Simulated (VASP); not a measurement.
CuI (zinc blende):

```
CuI
1.0
    0.00000     3.02500     3.02500
    3.02500     0.00000     3.02500
    3.02500     3.02500     0.00000
Cu I
1 1
Cartesian
  0.00000   0.00000   0.00000
  1.51250   1.51250   1.51250
```

The lowest empty band near Γ, direction [111], from mBJ (TB09) with spin-orbit coupling in VASP (PAW); its two spin partners are averaged. The gap over the points computed is 2.10 eV, and the next band on that side lies 3.06 eV away at the edge.

Settings: 400 eV cut-off, 9×9×9 Γ-centred mesh, Gaussian smearing of 0.050 eV, potentials Cu I.

| distance from the edge in k (1/Å) | distance in energy (meV) |
|---|---|
| 0.018 | 5.1 |
| 0.025 | 9.7 |
| 0.035 | 18.9 |
| 0.050 | 38.1 |
| 0.070 | 73.2 |

Q: Fit E(1 + αE) = ħ²k²/2m* (ħ²/2m0 = 3.810 eV Å²) and predict the row at 0.095 1/Å.

A: Least squares on the energies gives the electron mass m* = 0.244 m0 and α = 0.61 per eV, and so 130.5 meV. The run gave 130.3 meV, -0.2 meV from the fit.

Left out are points under 3 meV from the edge, since the levels carry 0.1 meV, and points farther than half the way to the next band.

The compound is CuI in the zinc blende structure. The cell was not relaxed at this level.
